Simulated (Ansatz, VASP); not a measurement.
# Cross-check of In4Ga12Sb13As3 (Ga0.78In0.22As0.20Sb0.80, zincblende) between VASP and Ansatz

Wanted: the spread between two codes on one cell, functional and k mesh. The cell is invented: As first built, before any earlier steps moved the atoms (in the runner's words): 1x2x2 conventional cells of the GaSb type (32 atoms: 12 Ga, 3 As, 4 In, 13 Sb); Ga/In and Sb/As share their sites, one random draw; start lattice by linear mixing of the end members' cells; atoms moved at random by 0.02 A. It may not be a known or stable phase. The structure shown is the start of the Ansatz relaxation below; VASP solves that cell, so the two are compared at the walk's first step.

Main program and level: Ansatz 0.2.0; plane waves, with VASP 6.6.1 beside it; single point at PBE.

### 1. The starting structure

The cell holds 32 atoms: 12 Ga, 3 As, 4 In and 13 Sb. Cell: a = 6.105 Å, b = 12.211 Å, c = 12.211 Å, α = 90.0°, β = 90.0°, γ = 90.0°. It derives from GaSb (GaSb type, space group 216), repeated 1×2×2. As first built, before any earlier steps moved the atoms (in the runner's words): 1x2x2 conventional cells of the GaSb type (32 atoms: 12 Ga, 3 As, 4 In, 13 Sb); Ga/In and Sb/As share their sites, one random draw; start lattice by linear mixing of the end members' cells; atoms moved at random by 0.02 A.

### 2. Ansatz: relaxation, PBE

Ansatz runs on its default PAW (the set named soft_2) files.

The two programs are compared at the cell with which this relaxation starts, whose forces are those of its first step.

Contents of input.yaml:

```yaml
crystal:
  lattice:
    - [6.10536, 0.0, 0.0]
    - [0.0, 12.21071, 0.0]
    - [0.0, 0.0, 12.21071]
  atoms:
    - { symbol: Ga, position: [0.99585, 0.00044, 0.00026] }
    - { symbol: Ga, position: [0.99939, 0.24588, 0.24912] }
    - { symbol: Ga, position: [0.49984, 0.00019, 0.24749] }
    - { symbol: Ga, position: [0.49843, 0.2484, 0.99868] }
    - { symbol: Ga, position: [0.00348, 0.99868, 0.49995] }
    - { symbol: Ga, position: [0.5029, 0.99904, 0.74982] }
    - { symbol: Ga, position: [0.50036, 0.2501, 0.49799] }
    - { symbol: Ga, position: [0.00025, 0.50223, 0.99747] }
    - { symbol: Ga, position: [0.50282, 0.7502, 0.99895] }
    - { symbol: Ga, position: [0.00655, 0.75125, 0.74804] }
    - { symbol: Ga, position: [0.50024, 0.50094, 0.74969] }
    - { symbol: Ga, position: [0.50224, 0.74989, 0.50109] }
    - { symbol: As, position: [0.25471, 0.12389, 0.37533] }
    - { symbol: As, position: [0.74848, 0.12521, 0.12306] }
    - { symbol: As, position: [0.2481, 0.62468, 0.87647] }
    - { symbol: In, position: [0.00375, 0.24783, 0.7487] }
    - { symbol: In, position: [0.00212, 0.74674, 0.24924] }
    - { symbol: In, position: [0.49968, 0.50206, 0.25113] }
    - { symbol: In, position: [0.99893, 0.4994, 0.49959] }
    - { symbol: Sb, position: [0.25499, 0.3743, 0.1245] }
    - { symbol: Sb, position: [0.75116, 0.3748, 0.37468] }
    - { symbol: Sb, position: [0.24635, 0.12498, 0.87427] }
    - { symbol: Sb, position: [0.25382, 0.37607, 0.62496] }
    - { symbol: Sb, position: [0.75219, 0.12444, 0.62672] }
    - { symbol: Sb, position: [0.74998, 0.37596, 0.87289] }
    - { symbol: Sb, position: [0.25114, 0.62223, 0.37167] }
    - { symbol: Sb, position: [0.249, 0.87353, 0.12527] }
    - { symbol: Sb, position: [0.75735, 0.62364, 0.12398] }
    - { symbol: Sb, position: [0.75067, 0.87581, 0.37471] }
    - { symbol: Sb, position: [0.24933, 0.87615, 0.62585] }
    - { symbol: Sb, position: [0.74661, 0.62487, 0.62506] }
    - { symbol: Sb, position: [0.74655, 0.87543, 0.87359] }
kpoints:
  mp_grid: { grid: [3, 2, 2], shift: [0.0, 0.5, 0.5] }
hamiltonian:
  xc: pbe
scf:
  occupations: { method: fermi_dirac, width: 0.01 }
output:
  forces: true
  stress: true
relax:
  f_tol: 0.02
  max_steps: 45
  cell: { stress_tol: 0.1 }
```

Started as:

```console
$ ansatz run input.yaml --threads 8 --pin off --max-ram 15360MiB --backend cpu --events-out ev --progress --plain --runs-dir out
```

Numbers of over 12 decimals in the logs are rounded to 6 here.

Log:

```text
The last accepted step is kept in <dir> (removed where the run ends without a failure and the disk answers)
Engine: ansatz 0.2.0, aarch64-unknown-linux-gnu
Pseudopotentials: kind: paw
Pseudopotential: Ga, paw, valence charge 13, recommended cutoff 420 eV (normal), Ga.paw.azcp
Pseudopotential: As, paw, valence charge 15, recommended cutoff 420 eV (normal), As.paw.azcp
Pseudopotential: In, paw, valence charge 13, recommended cutoff 420 eV (normal), In.paw.azcp
Pseudopotential: Sb, paw, valence charge 15, recommended cutoff 420 eV (normal), Sb.paw.azcp
Functional definition: PBE
  parameter kappa = 0.804
  parameter beta = 0.066725
  exchange = pbe_x(kappa = kappa, mu = beta*pi^2/3)
  correlation = pbe_c(beta = beta)
Crystal: 32 atoms, lattice volume = 910.318 Å³
Basis set: ecut = 420 eV, 17797 PW (Γ), exchange–correlation on 90×180×180 points (8 copies of the dense FFT grid, shifted against one another)
Bands: 269, of which v1, the nominal top of the filled ones, is band 224 counted from 1 (223 counted from 0)
Symmetry: 1 space group operations
Space group: P1 (ITA 1), of the structure as read, at distance tolerance 9.7e-5 Å
k-points: 6 of 12 (time reversal used)
Non-local potential: Ga, projectors of the file, l = 0: 2, l = 1: 2, l = 2: 3, l = 3: 1
Non-local potential: As, projectors of the file, l = 0: 2, l = 1: 2, l = 2: 3, l = 3: 1
Non-local potential: In, projectors of the file, l = 0: 2, l = 1: 2, l = 2: 2, l = 3: 2
Non-local potential: Sb, projectors of the file, l = 0: 2, l = 1: 2, l = 2: 2, l = 3: 2
PAW form: soft (Blöchl's): semilocal exchange-correlation on the pseudo side does not see the compensation charge
PAW one-centre angular grid: Ga, 590 points (default); XC on 64 Gauss nodes
PAW one-centre angular grid: As, 590 points (default); XC on 64 Gauss nodes
PAW one-centre angular grid: In, 590 points (default); XC on 64 Gauss nodes
PAW one-centre angular grid: Sb, 590 points (default); XC on 64 Gauss nodes
Initial density: superposition of atomic densities (neutral atoms: chi_scale 0, normalization atom), corrected by the library's trained network
Initial wavefunctions: pseudopotential atomic-orbital guess
Functional: x = pbe(κ = 0.804, μ = 0.219515), c = pbe(β = 0.066725)
SCF iter   1: F=—  HF=-166656.744068 eV  |F-HF|=—  |Δ(HF+E_count)|=         —  Δρ=1.37e-3  dr2=4.20e-2  ethr=1.77e-3  ⟨swp⟩=6.2  Hψ=6354  notcnv=0  defer=21
preconditioner: auto → Resta (q_TF=auto, 2.424 Å⁻¹)  ε∞=3.3  [insulator: Δε(μ)=0.662 eV  Ē_g=13.729 eV  σ=0.010 eV  W_gap=1.00  n_scr=232 (ndim 8)  ℏωp=20.9 eV  f_vac=0.092  D(μ)=0.00/eV (n_scr^D=0)  ε∞_Penn≈3.3]
SCF iter   2: F=—  HF=-166656.724566 eV  |F-HF|=—  |Δ(HF+E_count)|=   1.95e-2  Δρ=7.12e-4  dr2=9.38e-3  ethr=9.38e-6  ⟨swp⟩=3.0  Hψ=2855  notcnv=0  defer=235
SCF iter   3: F=—  HF=-166656.724616 eV  |F-HF|=—  |Δ(HF+E_count)|=   4.92e-5  Δρ=2.74e-4  dr2=1.79e-3  ethr=2.09e-6  ⟨swp⟩=2.2  Hψ=2321  notcnv=0  defer=235
SCF iter   4: F=—  HF=-166656.724964 eV  |F-HF|=—  |Δ(HF+E_count)|=   3.48e-4  Δρ=1.19e-4  dr2=2.86e-4  ethr=3.99e-7  ⟨swp⟩=2.0  Hψ=2644  notcnv=0  defer=235
SCF iter   5: F=—  HF=-166656.725153 eV  |F-HF|=—  |Δ(HF+E_count)|=   1.89e-4  Δρ=5.83e-5  dr2=1.16e-4  ethr=6.39e-8  ⟨swp⟩=2.0  Hψ=2693  notcnv=0  defer=235
SCF iter   6: F=—  HF=-166656.725181 eV  |F-HF|=—  |Δ(HF+E_count)|=   2.78e-5  Δρ=2.08e-5  dr2=4.89e-6  ethr=2.59e-8  ⟨swp⟩=2.0  Hψ=2237  notcnv=0  defer=235
SCF iter   7: F=—  HF=-166656.725849 eV  |F-HF|=—  |Δ(HF+E_count)|=   6.69e-4  Δρ=1.12e-5  dr2=2.45e-6  ethr=1.09e-9  ⟨swp⟩=2.0  Hψ=2762  notcnv=0  defer=235
SCF iter   8: F=—  HF=-166656.725850 eV  |F-HF|=—  |Δ(HF+E_count)|=   5.10e-7  Δρ=3.55e-6  dr2=1.29e-7  ethr=5.47e-10  ⟨swp⟩=2.0  Hψ=2723  notcnv=0  defer=235
SCF iter   9: F=-166656.725850 eV  HF=-166656.725850 eV  |F-HF|=6.64e-9  |Δ(HF+E_count)|=   2.11e-7  Δρ=1.41e-6  dr2=2.83e-8  ethr=2.23e-11  ⟨swp⟩=4.0  Hψ=4732  notcnv=0
SCF 1 converged in 9 iterations: F = -166656.725850 eV  dr2 = 2.83e-8
  greatest PAW one-centre occupation: 0.999 electrons in one spin orbital (limit 2), on the As atom at site 12 (counted from 0), in its partial waves of l = 2
relax step   1: F+E_penalty+E_count = -166656.72585012 eV  Δ(F+E_penalty+E_count) = +0.000e0 eV  max|allowed force component| = 1.695e0 eV/Å  Δτ_max = 0.0000 Å  P = +4.324 GPa  Ω = 910.318 Å³  (9 SCF iters, dr2 threshold 1.00e-7 eV, accepted)
[...]
relax step   4: F+E_penalty+E_count = -166659.44058244 eV  Δ(F+E_penalty+E_count) = -6.466e-3 eV  max|allowed force component| = 4.412e-2 eV/Å  Δτ_max = 0.0197 Å  P = +0.008 GPa  Ω = 968.004 Å³  energy of the carried Pulay correction = -1.275e-2 eV  (6 SCF iters, dr2 threshold 6.83e-7 eV, accepted)
[...]
relax step   5: F+E_penalty+E_count = -166659.44121626 eV  Δ(F+E_penalty+E_count) = -6.338e-4 eV  max|allowed force component| = 6.450e-3 eV/Å  Δτ_max = 0.0076 Å  P = -0.002 GPa  Ω = 968.227 Å³  energy of the carried Pulay correction = -1.280e-2 eV  (6 SCF iters, dr2 threshold 1.22e-7 eV, accepted)
[...]
relax step   6: F+E_penalty+E_count = -166659.45244187 eV  Δ(F+E_penalty+E_count) = -1.123e-2 eV  max|allowed force component| = 6.455e-3 eV/Å  Δτ_max = 0.0000 Å  P = -0.010 GPa  Ω = 968.227 Å³  stress off target by 1.24e-2 GPa  SCF on the basis re-selected at this cell (its energy is not comparable with the rows above)  (8 SCF iters)
basis re-selected at this cell: Δ(F+E_penalty+E_count) = -1.123e-2 eV, ΔP = -0.008 GPa vs the last step (what re-selecting the basis moved, of the pressure what is left beyond the Pulay correction that the steps carried, after the strain that the cell walked since its last selection, with what the two solves' SCF thresholds leave and, on support functions, any second-order correction that the steps lacked; it is no m [...]
SCF converged after 8 iterations
Free energy (F): -166659.452442 eV
Harris-Foulkes:  -166659.452442 eV  (|F-HF|=3.20e-10)
Internal energy: -166659.452442 eV  (E = F + TS)
E sigma→0 (E₀):  -166659.452442 eV
Fermi energy:    7.334699 eV
--- Per-component energies (eV) ---
  E_band       = -4575.955255
  E_kinetic    = 5347.987305
  E_local      = -61531.655387  (includes V_loc(G=0)·N_el)
  E_nonlocal   = 9265.070098
  E_hartree    = 28404.978716
  E_xc         = -3716.119795
  E_vxc        = -2566.512804  (∫ρ·V_xc dr)
  E_paw        = -105481.248200  (= ΣΔE_a)
  E_vpaw       = -11900.800511  (= ΣTr[D̂ρ^β])
  E_aug_tail   = -0.001234  (compensation charges beyond the density's cutoff)
  E_ewald      = -38948.463945
  E_smearing   = -0.000000  (= −TS)
  E_closure    = -0.000000  (closes the sum)
  Σ components = -166659.452442   (vs F -166659.452442, Δ=0.00e0)
--- Forces (eV/Å), atoms counted from 1 ---
  atom   1  Ga     0.00100373     0.00057908    -0.00118719
  atom   2  Ga     0.00045257    -0.00190118    -0.00209737
  atom   3  Ga    -0.00093065     0.00460805    -0.00046999
  atom   4  Ga     0.00199214    -0.00162288    -0.00261138
  atom   5  Ga     0.00008945     0.00085426     0.00023523
  atom   6  Ga     0.00094080     0.00266829    -0.00066100
  atom   7  Ga     0.00007091    -0.00019865    -0.00048706
  atom   8  Ga    -0.00149688     0.00080569    -0.00119403
  atom   9  Ga    -0.00023150    -0.00126601    -0.00121111
  atom  10  Ga    -0.00165557     0.00156530     0.00191837
  atom  11  Ga     0.00068785    -0.00066531     0.00114707
  atom  12  Ga     0.00077193    -0.00030707     0.00156309
  atom  13  As     0.00121075    -0.00210782    -0.00120638
  atom  14  As     0.00023812    -0.00179307     0.00418675
  atom  15  As     0.00163886     0.00127697     0.00128107
  atom  16  In    -0.00212032    -0.00645546     0.00283069
  atom  17  In    -0.00048737    -0.00192123     0.00031106
  atom  18  In     0.00156617     0.00035879     0.00003909
  atom  19  In    -0.00141858     0.00375603    -0.00265577
  atom  20  Sb    -0.00087375    -0.00160999     0.00044328
  atom  21  Sb    -0.00060300     0.00067919     0.00239246
  atom  22  Sb    -0.00046593     0.00209878    -0.00132704
  atom  23  Sb     0.00238821    -0.00075197    -0.00144296
  atom  24  Sb    -0.00065535     0.00092078     0.00177782
  atom  25  Sb    -0.00038695     0.00233384    -0.00089877
  atom  26  Sb    -0.00057302    -0.00136965    -0.00142432
  atom  27  Sb    -0.00087674     0.00208421    -0.00129707
  atom  28  Sb     0.00009556    -0.00071641     0.00253469
  atom  29  Sb     0.00000399    -0.00035975     0.00110769
  atom  30  Sb     0.00050736    -0.00026895     0.00011573
  atom  31  Sb    -0.00154443     0.00024375    -0.00170962
  atom  32  Sb     0.00066139    -0.00151765    -0.00000311
  max |Σ_I F_I| component: 2.59e-7 eV/Å
--- Stress (GPa, compression-positive) ---
       -0.012225       0.000694       0.000439
        0.000694      -0.009834       0.002468
        0.000439       0.002468      -0.008127
  P = ⅓ Tr σ = -0.0101 GPa (-0.101 kbar)
--- Relaxed structure (5 steps of the walk, 5 accepted, 1 SCFs on fresh bases) ---
  F+E_penalty+E_count = -166659.45244187 eV   max|allowed force component| = 6.455e-3 eV/Å   (the final SCF, on the basis selected at the relaxed cell)
  cell:  # Å, volume = 968.2272 Å³
    - [6.219260, -0.000273166, -0.000748474]
    - [-0.000546331, 12.480520, 0.00626474]
    - [-0.00149695, 0.00626474, 12.474009]
  atoms:
    - { symbol: Ga, position: [0.986573, 0.00491666, 0.00712049] }
    - { symbol: Ga, position: [1.000470, 0.232637, 0.246076] }
    - { symbol: Ga, position: [0.500871, 0.013045, 0.247927] }
    - { symbol: Ga, position: [0.516193, 0.242721, 1.009223] }
    - { symbol: Ga, position: [0.013622, 1.005479, 0.491920] }
    - { symbol: Ga, position: [0.502926, 0.995803, 0.749651] }
    - { symbol: Ga, position: [0.486016, 0.237759, 0.489644] }
    - { symbol: Ga, position: [0.013788, 0.504100, 0.989855] }
    - { symbol: Ga, position: [0.487653, 0.747558, 0.988324] }
    - { symbol: Ga, position: [0.012576, 0.747372, 0.758086] }
    - { symbol: Ga, position: [0.488521, 0.508093, 0.759443] }
    - { symbol: Ga, position: [0.504599, 0.758279, 0.506518] }
    - { symbol: As, position: [0.247335, 0.122788, 0.368125] }
    - { symbol: As, position: [0.752206, 0.123124, 0.128010] }
    - { symbol: As, position: [0.247525, 0.626039, 0.873795] }
    - { symbol: In, position: [-0.00147627, 0.249814, 0.750280] }
    - { symbol: In, position: [-0.000975709, 0.756067, 0.247197] }
    - { symbol: In, position: [0.502621, 0.493913, 0.244983] }
    - { symbol: In, position: [0.995041, 0.497010, 0.503879] }
    - { symbol: Sb, position: [0.233591, 0.364173, 0.117917] }
    - { symbol: Sb, position: [0.754804, 0.355601, 0.371559] }
    - { symbol: Sb, position: [0.262568, 0.118864, 0.882889] }
    - { symbol: Sb, position: [0.280078, 0.373143, 0.625330] }
    - { symbol: Sb, position: [0.740888, 0.118177, 0.616384] }
    - { symbol: Sb, position: [0.738190, 0.380749, 0.881703] }
    - { symbol: Sb, position: [0.265052, 0.631359, 0.380808] }
    - { symbol: Sb, position: [0.264350, 0.884232, 0.118210] }
    - { symbol: Sb, position: [0.752044, 0.625828, 0.108881] }
    - { symbol: Sb, position: [0.739196, 0.886670, 0.377480] }
    - { symbol: Sb, position: [0.243851, 0.877048, 0.626690] }
    - { symbol: Sb, position: [0.741715, 0.632069, 0.636343] }
    - { symbol: Sb, position: [0.754848, 0.874832, 0.875967] }
```

The column dr2 measures how far the density is from self-consistency, as an energy; F and HF (Harris–Foulkes) agree once it is small.

(Part 1 of 2 ends here.)

[Lines on the potential files, build, host, timing and source positions are cut from VASP's logs without a mark.]

[Logs are printed without paths, hosts, clocks, repeated set-up lines and the standing remarks that a program may print on its own settings, such as how far it seeks lower states.]

[Hosts, paths, dates, database ids (printed as entryN), source tags and the programs' standing remarks are cut or masked in the printed files.]
